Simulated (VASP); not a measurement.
Method: LDA (Ceperley-Alder, Perdew-Zunger), VASP's LDA PAW potentials (set 64) (plane waves; VASP).

VASP ran on this input.

**POSCAR**
```
CaO
1
    0.0000000000     2.3597750707     2.3597750707
    2.3597750707     0.0000000000     2.3597750707
    2.3597750707     2.3597750707     0.0000000000
Ca O
1 1
Direct
  0.0000000000   0.0000000000   0.0000000000
  0.5000000000   0.5000000000   0.5000000000
```

KPOINTS:
```
Automatic mesh
0
Gamma
10 10 10
0 0 0
```

INCAR:
```
ALGO = Normal
EDIFF = 1E-7
ENCUT = 520
ISIF = 2
ISMEAR = 0
LASPH = .TRUE.
LCHARG = .FALSE.
LREAL = .FALSE.
LWAVE = .FALSE.
NELM = 100
PREC = Accurate
SIGMA = 0.05
SYSTEM = CaO
```

POTCAR, in this order: Ca_sv O (LDA.64 set). Program: vasp_std.

The run wrote:

File OSZICAR:
```
       N       E                     dE             d eps       ncg     rms          rms(c)
DAV:   1     0.124564987973E+03    0.12456E+03   -0.87616E+03  1128   0.138E+03
DAV:   2    -0.958810722364E+01   -0.13415E+03   -0.12595E+03  1288   0.327E+02
DAV:   3    -0.157484675593E+02   -0.61604E+01   -0.61061E+01  1472   0.735E+01
DAV:   4    -0.159331531729E+02   -0.18469E+00   -0.18453E+00  1532   0.118E+01
DAV:   5    -0.159365450998E+02   -0.33919E-02   -0.33915E-02  1524   0.152E+00    0.846E+00
DAV:   6    -0.143343654357E+02    0.16022E+01   -0.83197E+00  1312   0.273E+01    0.366E+00
DAV:   7    -0.142525638101E+02    0.81802E-01   -0.69389E-01  1536   0.848E+00    0.171E+00
DAV:   8    -0.142234201216E+02    0.29144E-01   -0.77350E-02  1328   0.313E+00    0.365E-01
DAV:   9    -0.142210934253E+02    0.23267E-02   -0.15520E-02  1380   0.107E+00    0.109E-01
DAV:  10    -0.142211858297E+02   -0.92404E-04   -0.12693E-03  1348   0.366E-01    0.228E-02
DAV:  11    -0.142212053410E+02   -0.19511E-04   -0.16754E-04  1732   0.106E-01    0.279E-02
DAV:  12    -0.142211918407E+02    0.13500E-04   -0.44815E-05  1380   0.721E-02    0.285E-03
DAV:  13    -0.142211920883E+02   -0.24763E-06   -0.34270E-06  1508   0.179E-02    0.783E-04
DAV:  14    -0.142211920731E+02    0.15230E-07   -0.11816E-07   972   0.352E-03
   1 F= -.14221192E+02 E0= -.14221192E+02  d E =-.120939E-16
```

File OUTCAR:
```
------------------------ aborting loop because EDIFF is reached ----------------------------------------
  FORCE on cell =-STRESS in cart. coord.  units (eV):
  Direction    XX          YY          ZZ          XY          YZ          ZX
  --------------------------------------------------------------------------------------
  Total        0.0026032      0.0026032      0.0026032      0.0000000      0.0000000     -0.0000000
  in kB        0.1587016      0.1587016      0.1587016      0.0000000      0.0000000     -0.0000000
  external PRESSURE =       0.1587016 kB  Pullay stress =       0.0000000 kB
  volume of cell :       26.28
      direct lattice vectors                 reciprocal lattice vectors
     0.000000000  2.359775071  2.359775071    -0.211884601  0.211884601  0.211884601
     2.359775071  0.000000000  2.359775071     0.211884601 -0.211884601  0.211884601
     2.359775071  2.359775071  0.000000000     0.211884601  0.211884601 -0.211884601
  FREE ENERGIE OF THE ION-ELECTRON SYSTEM (eV)
  ---------------------------------------------------
  free  energy   TOTEN  =       -14.2211920731 eV

  energy  without entropy=      -14.2211920731  energy(sigma->0) =      -14.22119207
```
(Selected blocks of OUTCAR.)

File OUTCAR:
```
 val. band max:        2.3406121062   @ k =   0.0000   0.0000   0.0000

 cond. band min:       5.7651357547   @ k =   0.5000   0.5000   0.0000


 Fermi energy:         2.6125339054

 k-point     1 :       0.0000    0.0000    0.0000
  band No.  band energies     occupation
      1     -34.5106      2.00000
      2     -15.5104      2.00000
      3     -15.5104      2.00000
      4     -15.5104      2.00000
      5     -12.9756      2.00000
      6       2.3406      2.00000
      7       2.3406      2.00000
      8       2.3406      2.00000
      9       7.3589      0.00000
     10       8.5724      0.00000
     11       8.5724      0.00000
     12       8.5724      0.00000

 k-point     2 :       0.1000    0.0000    0.0000
  band No.  band energies     occupation
      1     -34.4972      2.00000
      2     -15.7082      2.00000
      3     -15.5167      2.00000
      4     -15.5167      2.00000
      5     -12.7724      2.00000
      6       1.9569      2.00000
      7       2.1822      2.00000
      8       2.1822      2.00000
      9       7.8255      0.00000
     10       8.5390      0.00000
     11       8.7602      0.00000
     12       8.7602      0.00000

 k-point     3 :       0.2000    0.0000    0.0000
  band No.  band energies     occupation
      1     -34.4619      2.00000
      2     -16.1310      2.00000
      3     -15.5332      2.00000
      4     -15.5332      2.00000
      5     -12.3352      2.00000
      6       1.1308      2.00000
      7       1.8055      2.00000
      8       1.8055      2.00000
      9       8.5123      0.00000
     10       8.9519      0.00000
     11       9.2799      0.00000
     12       9.2799      0.00000

 k-point     4 :       0.3000    0.0000    0.0000
  band No.  band energies     occupation
      1     -34.4177      2.00000
      2     -16.5505      2.00000
      3     -15.5532      2.00000
      4     -15.5532      2.00000
      5     -11.8946      2.00000
      6       0.2978      2.00000
...
```

The compound is CaO in the rock salt structure. It was relaxed first, which changed the volume by -6 %.
